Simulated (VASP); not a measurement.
These are optB88-vdW, VASP's PBE PAW potentials (set 64) (plane waves; VASP 6.6.1) values and carry that method's errors. For the first row: Run with 520 eV cut-off, 10×10×10 Γ-centred mesh, first-order Methfessel-Paxton smearing of 0.10 eV, potentials Si Ni.

```
system            energy (eV/atom)
----------------  ----------------
NiSi2 (fluorite)           -3.9172
Si (diamond)               -4.1722
Ni (fcc)                   -2.6634
```

The references are the elements' solids at the same level; no temperature or zero-point terms are added.

Q: What is the formation energy per atom of NiSi$_{2}$?

A: The references average (2×(-4.1722) + 1×(-2.6634))/3 = -3.6693 eV, so the formation energy is -3.9172 − (-3.6693) = -0.248 eV/atom.
